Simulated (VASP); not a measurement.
Consider the following.

```
CELL_PARAMETERS angstrom
      3.92799     0.00000     0.00000
      0.00000     3.92799     0.00000
      0.00000     0.00000     3.92799
ATOMIC_POSITIONS crystal
  Ti 0.00000 0.00000 0.00000
  Pt 0.00000 0.50000 0.50000
  Pt 0.50000 0.00000 0.50000
  Pt 0.50000 0.50000 0.00000
```

The numbers are results of rev-vdW-DF2, VASP's PBE PAW potentials (set 64) (plane waves; VASP), not measurements. Run with 520 eV cut-off, Gaussian smearing of 0.050 eV, potentials Ti_sv Pt.

### Question
Give the energies of bands 11 to 24 at the high-symmetry points, in eV from the Fermi level.

### Answer

```csv
band,Γ,X,M,R
11,-6.54,-4.93,-4.70,-4.37
12,-3.54,-4.57,-4.70,-3.56
13,-3.54,-4.26,-4.25,-3.56
14,-3.54,-4.26,-4.25,-3.56
15,-1.67,-3.50,-4.03,-2.99
16,-1.67,-3.03,-3.12,-2.99
17,-0.55,-2.62,-3.04,-0.85
18,0.00,-2.62,-3.04,-0.61
19,0.00,-2.56,-2.37,-0.61
20,0.00,-1.37,-2.27,-0.61
21,1.29,-0.24,-2.21,-0.48
22,1.29,-0.24,0.15,-0.48
23,1.61,0.01,0.15,-0.48
24,1.61,0.41,0.31,1.10
```

It has no gap at this level: it comes out as a metal or semimetal.

The compound is Pt3Ti in the L1_2 structure. It was relaxed first.
